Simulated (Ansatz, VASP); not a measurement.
# Cross-check of GaSb between VASP and Ansatz, part 2 of 2

One calculation is typed for both programs; each brings its own data sets. How far apart do they land? The cell is taken from a series of runs on this material, whose earlier steps may have relaxed, scaled, displaced or heated it; both programs get it as it stands.

VASP 6.6.1 and Ansatz 0.2.0.

So far. Step 2 (Ansatz: single point, HSE06): The run ends at a pressure of 2.02 GPa.

## (3) VASP: single point, HSE06

Level of this step: HSE06; plane waves and PAW (Sb, Ga_d) (VASP).

The same cell, functional, mesh and smearing now go to VASP, with its own data sets.

Lines of VASP's logs that name or quote its potential files are left out, and so is its time.

The run reads the wave functions of an earlier VASP run, which isn't shown here.

INCAR

```
SYSTEM = GaSb
PREC = Accurate
ENCUT = 400
EDIFF = 1E-06
NELM = 100
ISMEAR = -1
SIGMA = 0.02
LREAL = .FALSE.
ALGO = Normal
LHFCALC = .TRUE.
AEXX = 0.25
GGA = PE
HFSCREEN = 0.208
LASPH = .TRUE.
NBANDS = 15
PRECFOCK = Fast
LORBIT = 11
LWAVE = .FALSE.
LCHARG = .FALSE.
KPAR = 8
ISIF = 2
```

POSCAR

```
GaSb
1.0
    0.0000000000      3.0355358108      3.0355358108
    3.0355358108      0.0000000000      3.0355358108
    3.0355358108      3.0355358108      0.0000000000
Sb Ga
1 1
Direct
    0.7500000000      0.7500000000      0.7500000000
    0.0000000000      0.0000000000      0.0000000000
```

KPOINTS

```
Automatic mesh
0
Gamma
5 5 5
0 0 0
```

PAW data sets: Sb and Ga_d (PBE family, release 64).

On the command line:

```
$ mpirun -np 8 vasp_std
```

Numbers of over 12 decimals in the logs are rounded to 6 here.

The program printed:

```text
[banner, memory and clock lines left out]
running    8 mpi-ranks, on    1 nodes
 distrk:  each k-point on    1 cores,    8 groups
 distr:  one band on    1 cores,    1 groups

 POSCAR found type information on POSCAR SbGa
 POSCAR found :  2 types and       2 ions
|                                                                             |
|           W    W    AA    RRRRR   N    N  II  N    N   GGGG   !!!           |
|           W    W   A  A   R    R  NN   N  II  NN   N  G    G  !!!           |
|           W    W  A    A  R    R  N N  N  II  N N  N  G       !!!           |
|           W WW W  AAAAAA  RRRRR   N  N N  II  N  N N  G  GGG   !            |
|           WW  WW  A    A  R   R   N   NN  II  N   NN  G    G                |
|           W    W  A    A  R    R  N    N  II  N    N   GGGG   !!!           |
|                                                                             |
|     For optimal performance we recommend to set                             |
|       NCORE = 2 up to number-of-cores-per-socket                            |
|     NCORE specifies how many cores store one orbital (NPAR=cpu/NCORE).      |
|     This setting can greatly improve the performance of VASP for DFT.       |
|     The default, NCORE=1 might be grossly inefficient on modern             |
|     multi-core architectures or massively parallel machines. Do your        |
|     Unfortunately you need to use the default for GW and RPA                |
|     calculations (for HF NCORE is supported but not extensively tested      |
|     yet).                                                                   |
|                                                                             |

 LDA part: xc-table for (Slater+PW92), standard interpolation
 found WAVECAR, reading the header
 POSCAR, INCAR and KPOINTS ok, starting setup
 FFT: planning ... GRIDC
 FFT: planning ... GRID_SOFT
 FFT: planning ... GRID
 reading WAVECAR
 the WAVECAR file was read successfully
 initial charge from wavefunction
 entering main loop
       N       E                     dE             d eps       ncg     rms          rms(c)
DAV:   1    -0.887887766651E+01   -0.88789E+01   -0.22821E+00   418   0.159E+01    0.186E+01
DAV:   2    -0.888382265893E+01   -0.49450E-02   -0.68712E-02   428   0.329E+00    0.123E+01
DAV:   3    -0.888144064476E+01    0.23820E-02   -0.52543E-03   385   0.112E+00    0.744E+00
DAV:   4    -0.888072545830E+01    0.71519E-03   -0.63510E-04   342   0.290E-01    0.444E+00
DAV:   5    -0.888051647338E+01    0.20898E-03   -0.17543E-04   335   0.995E-02    0.265E+00
DAV:   6    -0.888046198608E+01    0.54487E-04   -0.42297E-05   363   0.502E-02    0.157E+00
DAV:   7    -0.888044647869E+01    0.15507E-04   -0.89878E-06   328   0.259E-02    0.934E-01
DAV:   8    -0.888044311100E+01    0.33677E-05   -0.25995E-06   328   0.130E-02    0.554E-01
DAV:   9    -0.888044367798E+01   -0.56698E-06   -0.84269E-07   263   0.665E-03
   1 F= -.88804437E+01 E0= -.88804437E+01  d E =-.730396E-11
```

Parts of OUTCAR (step 3):

```text
ion  position               nearest neighbor table
   1  0.750  0.750  0.750-   2 2.63   2 2.63   2 2.63   2 2.63
   2  0.000  0.000  0.000-   1 2.63   1 2.63   1 2.63   1 2.63

  LATTYP: Found a face centered cubic cell.
 ALAT       =     6.0710716216

 Subroutine GETGRP returns: Found 24 space group operations
 (whereof 24 operations were pure point group operations)

The static configuration has the point symmetry T_d .

 Found     10 irreducible k-points:

   k-points           NKPTS =     10   k-points in BZ     NKDIM =    125   number of bands    NBANDS=     15

   dimension x,y,z NGX =    28 NGY =   28 NGZ =   28
   dimension x,y,z NGXF=    56 NGYF=   56 NGZF=   56

   ENCUT  =  400.0 eV  29.40 Ry    5.42 a.u.   7.00  7.00  7.00*2*pi/ulx,y,z

   NELECT =      18.0000    total number of electrons

 k-points in reciprocal lattice and weights: Automatic mesh
   0.00000000  0.00000000  0.00000000       0.008
   0.20000000  0.00000000  0.00000000       0.064
   0.40000000  0.00000000  0.00000000       0.064
   0.20000000  0.20000000  0.00000000       0.048
   0.40000000  0.20000000  0.00000000       0.192
  -0.40000000  0.20000000  0.00000000       0.192
  -0.20000000  0.20000000  0.00000000       0.096
   0.40000000  0.40000000  0.00000000       0.048
  -0.40000000  0.40000000  0.00000000       0.096
  -0.40000000  0.40000000  0.20000000       0.192

  exchange ACFDT corr.  =         0.00000000  see jH, gK, PRB 81, 115126

 average (electrostatic) potential at core
       1 -83.5322       2 -58.5580

 E-fermi :   5.1476

 k-point     1 :       0.0000    0.0000    0.0000
  band No.  band energies     occupation
    ...
      5     -12.9283      2.00000
      6      -8.0099      2.00000
      7       4.7112      2.00000
      8       4.7112      2.00000
      9       4.7112      2.00000
     10       5.7664      0.00000
     11       8.1905      0.00000
     12       8.1905      0.00000
     13       8.1905      0.00000
     14      11.4089      0.00000
    ...

 k-point     2 :       0.2000    0.0000    0.0000
  band No.  band energies     occupation
    ...
      5     -12.9289      2.00000
      6      -7.5557      2.00000
      7       1.3195      2.00000
      8       4.1406      2.00000
      9       4.1406      2.00000
     10       6.4472      0.00000
     11       8.9381      0.00000
     12       8.9382      0.00000
     13      10.0726      0.00000
     14      12.8807      0.00000
    ...

 k-point     3 :       0.4000    0.0000    0.0000
  band No.  band energies     occupation
    ...
      5     -12.9289      2.00000
      6      -6.4497      2.00000
      7      -1.7547      2.00000
      8       3.5188      2.00000
      9       3.5188      2.00000
     10       5.9209      0.00000
     11       9.2260      0.00000
     12       9.2260      0.00000
     13      12.1255      0.00000
     14      13.7924      0.00000
    ...

  Total        0.4578883      0.4578883      0.4578883      0.0000000      0.0000000      0.0000000
  in kB       13.1139646     13.1139646     13.1139646      0.0000000      0.0000000      0.0000000
  external PRESSURE =      13.1139646 kB  Pullay stress =       0.0000000 kB

  energy-cutoff  :      400.00
  volume of cell :       55.94
      direct lattice vectors                 reciprocal lattice vectors
     0.000000000  3.035535811  3.035535811    -0.164715566  0.164715566  0.164715566
     3.035535811  0.000000000  3.035535811     0.164715566 -0.164715566  0.164715566
     3.035535811  3.035535811  0.000000000     0.164715566  0.164715566 -0.164715566

 POSITION                                       TOTAL-FORCE (eV/Angst)
 -----------------------------------------------------------------------------------
      4.55330      4.55330      4.55330         0.000000     -0.000000     -0.000000
      0.00000      0.00000      0.00000        -0.000000      0.000000      0.000000
 -----------------------------------------------------------------------------------
    total drift:                               -0.000029     -0.000028     -0.000018

  FREE ENERGIE OF THE ION-ELECTRON SYSTEM (eV)
  ---------------------------------------------------
  free  energy   TOTEN  =        -8.8804436780 eV

  energy  without entropy=       -8.8804436780  energy(sigma->0) =       -8.88044368

 total charge
# of ion       s       p       d       tot
------------------------------------------
    1        1.131   1.582   0.031   2.744
    2        0.855   0.790   9.981  11.626
--------------------------------------------------
tot          1.986   2.372  10.012  14.370

[... 3 further parts left out ...]
```

The k-mesh is coarse for exact exchange; levels may shift by about 0.1 eV on a finer one.

## (4) Comparison

Known differences besides the potentials themselves: exact exchange at q = 0 is treated differently, which shows on coarse meshes; VASP keeps PBE cores, Ansatz makes them for the functional; the data sets hold 28 valence electrons in Ansatz (on its PAW soft_1 files) and 18 in VASP; the cutoff is 600 eV in Ansatz and 400 eV in VASP; VASP takes a coarser grid for exact exchange (PRECFOCK = Fast). Total energies have different zeros and are not compared.

Compared:

| quantity | Ansatz | VASP | difference |
| --- | --- | --- | --- |
| pressure (GPa) | 2.02 | 1.31 | +0.71 |
| gap on the k mesh (eV) | 1.039 | 1.055 | -0.016 |

A gap on the mesh is an upper bound, since the band edges may lie between its points.

## (5) Outcome

| Property | Result |
| --- | --- |
| difference in gap on the k mesh (single point, HSE06) | -0.016 eV |
| difference in pressure (single point, HSE06) | 0.71 GPa |

**Reading.** The difference in pressure is 0.71 GPa (single point, HSE06), within the 1 GPa picked in this series as the mark of a large difference. The data sets hold unlike numbers of valence electrons (28 in Ansatz and 18 in VASP), so part of the differences comes from the potentials. Such differences can come from data sets, numerical settings and the points named under the comparisons, not from the functional's error against experiment.

[Lines on the potential files, build, host, timing and source positions are cut from VASP's logs without a mark.]

[Logs are printed without paths, hosts, clocks, repeated set-up lines and the standing remarks that a program may print on its own settings, such as how far it seeks lower states.]

[Hosts, paths, dates, database ids (printed as entryN), source tags and the programs' standing remarks are cut or masked in the printed files.]
